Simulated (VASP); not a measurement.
# Ni: surface energy and work function by face, part 6 of 6

How do surface energy, work function and relaxation of Ni depend on the face?

VASP 6.6.1, plane waves and PAW; the level of theory is named at each step.

Still holding for the runs below: The magnetic state follows from one typed start and may not be the lowest.

So far. Step 7 (Vacuum level and density of states, 7 atoms, face …): The vacuum level lies 5.05 eV above the Fermi level at the upper face; both faces agree, as the slab has next to no dipole. Step 8 (Surface relaxation, 9 atoms, face Ni(110)): The run ended after 9 ionic steps, 0.079 eV below its first step, once the forces on the free atoms met EDIFFG = -0.03.

### 9. Potential and states of the slab, 9 atoms, face Ni(110)

Level of this step: PBEsol, spin-polarised from a ferromagnetic start; plane waves and PAW (Ni) (VASP).

Contents of INCAR:

```
SYSTEM = Ni
PREC = Normal
ENCUT = 320
EDIFF = 1E-06
NELM = 120
ISMEAR = 1
SIGMA = 0.15
LREAL = .FALSE.
ALGO = Fast
GGA = PS
NBANDS = 66
ISPIN = 2
MAGMOM = 1 1 1 1 1 1 1 1 1
LASPH = .TRUE.
LMAXMIX = 4
LORBIT = 11
LWAVE = .FALSE.
LCHARG = .TRUE.
KPAR = 4
IDIPOL = 3
LDIPOL = .TRUE.
DIPOL = 0.5 0.5 0.5
LVHAR = .TRUE.
LVACPOTAV = .TRUE.
NEDOS = 1500
```

Contents of POSCAR:

```
Ni
1.0
    3.4606795448      0.0000000000      0.0000000000
    0.0000000000      2.4470699736      0.0000000000
    0.0000000000      0.0000000000     24.7882798946
Ni
9
Direct
    0.0000000000      0.0000000000      0.3056474328
    0.5000000000      0.5000000000      0.3500460974
    0.0000000000      0.0000000000      0.4009296570
    0.5000000000      0.5000000000      0.4505337769
    0.0000000000      0.0000000000      0.5000000000
    0.5000000000      0.5000000000      0.5494662231
    0.0000000000      0.0000000000      0.5990703430
    0.5000000000      0.5000000000      0.6499539026
    0.0000000000      0.0000000000      0.6943525672
```

Contents of KPOINTS:

```
Automatic mesh
0
Gamma
9 12 1
0 0 0
```

PAW data sets: Ni (PBE family, release 64).

The run is started by

```bash
$ mpirun -np 4 vasp_std
```

The log of the run:

```text
[... set-up lines as in an earlier step ...]
 entering main loop
       N       E                     dE             d eps       ncg     rms          rms(c)
DAV:   1     0.575951029529E+03    0.57595E+03   -0.30227E+04  9280   0.115E+03
DAV:   2    -0.881616408170E+01   -0.58477E+03   -0.54902E+03  9250   0.292E+02
DAV:   3    -0.615036596516E+02   -0.52687E+02   -0.48519E+02  9984   0.117E+02
DAV:   4    -0.625970470135E+02   -0.10934E+01   -0.10899E+01 10116   0.197E+01
[...]
RMM:  41    -0.524249340312E+02   -0.43805E-05   -0.24539E-07  7089   0.287E-03    0.218E-03
RMM:  42    -0.524249355862E+02   -0.15550E-05   -0.11436E-07  6919   0.188E-03    0.141E-03
RMM:  43    -0.524249363089E+02   -0.72276E-06   -0.42152E-08  6335   0.126E-03
 [... a notice as in an earlier step ...]

   1 F= -.52424936E+02 E0= -.52421044E+02  d E =-.116771E-01  mag=     5.7999
```

The job ended after 5.2 min (4 MPI ranks of Intel Xeon Platinum 8259CL at 2.50GHz (Skylake/Cascade Lake), shared host; peak memory 1.6 GiB).

From OUTCAR (step 9):

```text
  Total       -1.9911784     -2.3870563     -0.7710548      0.0000000      0.0000000      0.0000000
  in kB      -15.1973056    -18.2187714     -5.8849346      0.0000000      0.0000000      0.0000000
  external PRESSURE =     -13.1003372 kB  Pullay stress =       0.0000000 kB

 POSITION                                       TOTAL-FORCE (eV/Angst)
 -----------------------------------------------------------------------------------
      0.00000      0.00000      7.57647         0.000000      0.000000      0.027963
      1.73034      1.22353      8.67704         0.000000      0.000000      0.032765
      0.00000      0.00000      9.93836         0.000000      0.000000      0.021129
      1.73034      1.22353     11.16796         0.000000      0.000000      0.030674
      0.00000      0.00000     12.39414         0.000000      0.000000      0.000000
      1.73034      1.22353     13.62032         0.000000      0.000000     -0.030674
      0.00000      0.00000     14.84992         0.000000      0.000000     -0.021129
      1.73034      1.22353     16.11124         0.000000      0.000000     -0.032765
      0.00000      0.00000     17.21181         0.000000      0.000000     -0.027963
 -----------------------------------------------------------------------------------
    total drift:                                0.000000     -0.000000      0.000000

  FREE ENERGIE OF THE ION-ELECTRON SYSTEM (eV)
  ---------------------------------------------------
  free  energy   TOTEN  =       -52.4249363089 eV

  energy  without entropy=      -52.4132592090  energy(sigma->0) =      -52.42104394

 magnetization (x)
# of ion       s       p       d       tot
------------------------------------------
    1       -0.002  -0.017   0.750   0.731
    2       -0.007  -0.026   0.662   0.629
    3       -0.007  -0.023   0.656   0.625
    4       -0.006  -0.024   0.663   0.633
    5       -0.007  -0.024   0.643   0.613
    6       -0.006  -0.024   0.663   0.633
    7       -0.007  -0.023   0.656   0.625
    8       -0.007  -0.026   0.662   0.629
    9       -0.002  -0.017   0.750   0.731
--------------------------------------------------
tot         -0.052  -0.203   6.104   5.850

[... 2 parts as in an earlier step ...]

[... 1 further part left out ...]
[key lines of the parts left out:]
E-fermi :   1.8758
```

The planar average of the electrostatic potential oscillates, so the rows of the table below give means over windows of 1.26 Å about each position, cut where the curve ends. Its maxima inside the range that stand out by 2 % of the span (Å: eV): 8.1: -8.96, 9.3: -6.24, 10.6: -6.72, 11.8: -6.85, 13.0: -6.85, 14.2: -6.72, 15.5: -6.24, 16.6: -8.96. Its minima: 7.6: -12.4, 8.6: -12.9, 10.0: -12.6, 11.1: -12.7, 12.4: -12.7, 13.7: -12.7, 14.8: -12.6, 16.2: -12.9, 17.2: -12.4.

Zero at the Fermi level. Planar average of the electrostatic potential against height; means over each step:

height (Å), planar average of the electrostatic potential (eV) and a bar from the least value:
```
     0.63        4.6 ##############################
     1.89        4.6 ##############################
     3.15        4.6 ##############################
     4.41        4.6 ##############################
     5.67        4.3 #############################
     6.93       -2.7 ################
     8.19      -11.2 
     9.45       -9.6 ###
    10.71       -9.9 ##
    11.97       -9.9 ##
    13.23       -9.9 ##
    14.49       -9.8 ###
    15.75       -9.8 ###
    17.01      -10.2 ##
    18.27        1.7 ########################
    19.53        4.5 ##############################
    20.79        4.6 ##############################
    22.05        4.6 ##############################
    23.31        4.6 ##############################
    24.57        4.6 ##############################
```

The map of layer states is cut here 0.5 eV above the Fermi level, so it leaves out the states above that.

The vacuum level lies 4.63 eV above the Fermi level at the upper face; both faces agree, as the slab has next to no dipole.

The program found no field-free point at its default tolerance, and its printed vacuum level lies off the flat part of the planar average, by -0.03 eV at the upper face; the levels here are read from the flat part.

On this mesh the fine structure of the density of states is sampling noise, and high empty states may be cut by the number of bands.

### 10. The faces side by side

This step: surfaces of a metal, PBEsol; plane waves and PAW (VASP 6.6.1).

No new run; the numbers come from the runs before.

Symmetric slabs, all atoms free. All faces:

```
   face  layers  area a surface atom (Å²)  work function (eV)  surface energy as cut (J/m²)  surface energy relaxed (J/m²)  change of the top spacing (%)  moment of the top atom (μB)
Ni(111)       7                     5.186               5.205                         2.303                          2.296                          -1.26                        0.693
Ni(100)       7                     5.988               5.053                         2.673                          2.642                          -3.33                        0.727
Ni(110)       9                     8.469               4.634                         2.813                          2.739                         -10.05                         0.73
```

Each surface energy is the slab's energy less its number of atoms times the bulk energy of -6.1462 eV, over twice the cell's area.

### 11. Results

- Ni(111): 2.30 J/m², 5.20 eV
- Ni(100): 2.64 J/m², 5.05 eV
- Ni(110): 2.74 J/m², 4.63 eV

In words: The cheapest face is Ni(111) at 2.30 J/m², against 2.64 for Ni(100) and 2.74 for Ni(110). The work functions are 5.20 eV for Ni(111), 5.05 eV for Ni(100) and 4.63 eV for Ni(110). The densest face has the highest work function, as the smoothing of the electron density over an open face lowers the surface dipole. The densest face is also the cheapest, since it cuts the fewest bonds an area. The top spacing changes by -1.3 % on Ni(111), -3.3 % on Ni(100) and -10.1 % on Ni(110), the most on the most open face. The top atom holds 0.69 μB on Ni(111), 0.73 μB on Ni(100) and 0.73 μB on Ni(110). One thickness was run for each face, and bulk and slab meshes don't match, which leaves some hundredths of a J/m². The cells are 1 × 1 and can't reconstruct.

[Lines on the potential files, build, host, timing and source positions are cut from VASP's logs without a mark.]

[Logs are printed without paths, hosts, clocks, repeated set-up lines and the standing remarks that a program may print on its own settings, such as how far it seeks lower states.]

[Hosts, paths, dates, database ids (printed as entryN), source tags and the programs' standing remarks are cut or masked in the printed files.]

[Runs that stopped without an error message from VASP are left out.]
